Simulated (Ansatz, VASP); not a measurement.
# CsCo3 in VASP and in Ansatz

Contents of INCAR:

```
ALGO = Fast ; EDIFF = 1E-6
ENCUT = 520 ; GGA = PE
ISIF = 2 ; ISMEAR = 0
ISPIN = 2 ; LASPH = True
LCHARG = True ; LELF = True
LMAXMIX = 4 ; LORBIT = 11
LREAL = False ; LVHAR = True
LWAVE = False ; MAGMOM = 0 3 3 3
NBANDS = 30 ; NELM = 150
PREC = Accurate ; SIGMA = 0.1
```

File KPOINTS:

```
k-points
0
Gamma
  4 4 4
```

Contents of POSCAR:

```
CsCo3
1.0
    4.1952606504      0.0000000000      0.0000000000
    0.0000000000      4.1952606504      0.0000000000
    0.0000000000      0.0000000000      4.1952606504
Cs Co
1 3
Direct
    0.0000000000      0.0000000000      0.0000000000
    0.0000000000      0.5000000000      0.5000000000
    0.5000000000      0.0000000000      0.5000000000
    0.5000000000      0.5000000000      0.0000000000
```

Input for Ansatz:

```yaml
crystal:
  lattice:
    - [4.1952606504, 0.0, 0.0]
    - [0.0, 4.1952606504, 0.0]
    - [0.0, 0.0, 4.1952606504]
  atoms:
    - { symbol: Cs, position: [0.0, 0.0, 0.0] }
    - { symbol: Co, position: [0.0, 0.5, 0.5], spin: 3.0 }
    - { symbol: Co, position: [0.5, 0.0, 0.5], spin: 3.0 }
    - { symbol: Co, position: [0.5, 0.5, 0.0], spin: 3.0 }
basis:
  ecutwfc: 420
kpoints:
  mp_grid: { grid: [4, 4, 4] }
hamiltonian:
  xc: pbe
scf:
  occupations: { method: gaussian, width: 0.1 }
  lower_state_search: "off"
output:
  forces: true
  stress: true
  eigenvalues: true
  populations: true
magnetization:
  spin_polarized: true
```

Alike in both runs: task single point; functional PBE; k mesh 4 × 4 × 4; occupations gaussian, width 0.1 eV; collinear spin.

|  | VASP | Ansatz |
| --- | --- | --- |
| version | VASP 6.6.1 | Ansatz 0.2.0 |
| potentials or method | VASP PAW PBE potentials, release 64 (Cs_sv, Co) | scalar-relativistic, plane waves, PAW |
| plane-wave cutoff (eV) | 520 | 420 |
| valence electrons in the cell | 36 | 60 |

|  | VASP | Ansatz | Ansatz less VASP |
| --- | --- | --- | --- |
| gap on the k mesh at the Fermi level (eV) | none | none | - |
| pressure (GPa) | -5.6 | -6.5 | -0.86 |
| net moment per atom (μB) | 1.12 | 1.12 | 0.000 |
| size of the moment on the site where the two differ most (μB) | 1.59 | 1.60 | +0.008 |

Site moments also hang on the region over which each program counts them. A gap of «none» marks a metal or a gap that the smearing closes. The two sets of potentials don't hold the same shells in valence.

Caveats: the k mesh is coarse (spacing up to 0.37 Å⁻¹), so the values aren't converged. Spin-orbit coupling is left out, which matters for the levels of Cs.
